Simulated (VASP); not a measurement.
Data:

```
CELL_PARAMETERS angstrom
      0.00000     2.64859     2.64859
      2.64859     0.00000     2.64859
      2.64859     2.64859     0.00000
ATOMIC_POSITIONS crystal
  Mg 0.00000 0.00000 0.00000
  S  0.50000 0.50000 0.50000
```

The numbers are results of vdW-DF-cx, VASP's PBE PAW potentials (set 64) (plane waves; VASP 6.6.1), not measurements. Numerical set-up: 520 eV cut-off, 9×9×9 Γ-centred mesh, Gaussian smearing of 0.050 eV, potentials Mg S.

Q: Give the stress tensor in GPa (positive for a compressed cell).

A: 
```
-3.98   0.00   0.00
 0.00  -3.98   0.00
 0.00   0.00  -3.98
```
The pressure is its mean diagonal, -3.98 GPa.

The compound is MgS in the rock salt structure. This cell is one point of a volume scan, at 1.06 of the reference volume.
